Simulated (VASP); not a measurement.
VASP input:

### KPOINTS
```
kpoints
0
gamma
 6 6 2
```

### INCAR
```
ALGO = Normal
EDIFF = 1E-6
EDIFFG = -0.02
ENCUT = 400
IBRION = 2
ISIF = 3
ISMEAR = 0
LASPH = T
LCHARG = F
LMAXMIX = 4
LREAL = F
LWAVE = F
NELM = 100
NSW = 60
PREC = Accurate
SIGMA = 0.05
SYSTEM = SnS2
```

**POSCAR**
```
SnS2
1
    3.6499927793     0.0000000000     0.0000000000
   -1.8249963897     3.1609860014    -0.0000000000
    0.0000000000     0.0000000000    11.2113242003
Sn S
2 4
Direct
  0.3333330000   0.6666670000   0.6250843962
  0.6666670000   0.3333330000   0.1250843962
  0.6666670000   0.3333330000   0.7550026794
  0.3333330000   0.6666670000   0.2550026794
  0.0000000000   0.0000000000   0.9949129244
  0.0000000000   0.0000000000   0.4949129244
```

POTCAR, in this order: Sn_d S (LDA.64 set). Program: vasp_std.

**Question.** Translate this LDA calculation to Quantum ESPRESSO's pw.x.

**Answer.** One equivalent input (not run):
```
&CONTROL
  calculation = 'vc-relax'
  pseudo_dir = './pseudo'
  outdir = './out'
  tprnfor = .true.
  tstress = .true.
  nstep = 60
  forc_conv_thr = 0.00078
/
&SYSTEM
  ibrav = 0
  nat = 6
  ntyp = 2
  ecutwfc = 72
  occupations = 'smearing'
  smearing = 'gaussian'
  degauss = 0.003675
  input_dft = 'pz'
/
&ELECTRONS
  conv_thr = 7.3e-08
  electron_maxstep = 100
/
&IONS
/
&CELL
/
ATOMIC_SPECIES
  Sn 118.710 Sn.upf
  S 32.060 S.upf
CELL_PARAMETERS angstrom
     3.6499928    0.0000000    0.0000000
    -1.8249964    3.1609860   -0.0000000
     0.0000000    0.0000000   11.2113242
ATOMIC_POSITIONS crystal
  Sn   0.3333330  0.6666670  0.6250844
  Sn   0.6666670  0.3333330  0.1250844
  S    0.6666670  0.3333330  0.7550027
  S    0.3333330  0.6666670  0.2550027
  S    0.0000000  0.0000000  0.9949129
  S    0.0000000  0.0000000  0.4949129
K_POINTS automatic
  6 6 2 0 0 0
```
The two are equivalent in intent, not identical: the potentials are each code's own (VASP's PAW set, PseudoDojo norm-conserving files in pw.x), so ENCUT and ecutwfc are chosen apart and not converted; conv_thr bounds pw.x's estimated SCF error, while EDIFF bounds the energy change between steps; forc_conv_thr acts on force components and is met together with etot_conv_thr.

The structure comes from a computed database's SnS2 entry (P6_3mc); how it stands against other phases isn't given here. This run relaxes it. Symmetry was kept, so distortions that lower it aren't found. The start is the result of an earlier pass.
